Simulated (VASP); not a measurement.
Data:

```
MgZnO2
1.0
    1.52044     0.87782     4.93712
   -1.52044     0.87782     4.93712
    0.00000    -1.75565     4.93712
Mg Zn O
1 1 2
Cartesian
  0.00000   0.00000   0.00000
  0.00000   0.00000   7.40568
  0.00000   0.00000   3.74541
  0.00000   0.00000  11.06594
```

All values below come from modified Becke-Johnson potential (mBJ), VASP's PBE PAW potentials (set 64) (plane waves; VASP). Settings: 500 eV cut-off, 6×6×6 Γ-centred mesh, Gaussian smearing of 0.050 eV, potentials Mg Zn O.

mBJ is a potential without an energy functional, so only the levels count.

Q: Give the energies of bands 3 to 15 at the high-symmetry points, in eV from the valence-band maximum.

A: 
```
band      Γ      T     H2      L     S0      F
----  -----  -----  -----  -----  -----  -----
3     -5.17  -4.20  -4.39  -4.73  -4.42  -5.16
4     -4.03  -3.99  -4.25  -4.23  -4.17  -4.11
5     -4.03  -3.99  -4.10  -4.03  -4.16  -3.97
6     -3.19  -3.18  -4.00  -3.88  -3.85  -3.93
7     -3.19  -3.18  -3.52  -3.15  -3.62  -3.24
8     -2.72  -2.80  -2.82  -2.98  -2.83  -2.98
9     -0.73  -2.27  -2.70  -2.34  -2.70  -2.58
10    -0.73  -1.05  -2.11  -2.31  -2.27  -1.90
11    -0.69  -1.05  -2.08  -1.57  -1.98  -1.85
12    -0.27   0.00  -0.74  -0.89  -0.72  -0.19
13    -0.27   0.00  -0.57  -0.51  -0.60  -0.08
14     4.41   6.46   9.74   9.24   9.83   8.54
15     8.66   7.68  11.18  10.02  11.11   8.57
```

The gap is indirect, 4.41 eV, from the valence maximum at T to the conduction minimum at Γ.

The structure comes from a computed database's MgZnO2 entry (R-3m); how it stands against other phases isn't given here. It was relaxed first. The cell's shape comes from a PBE relaxation.
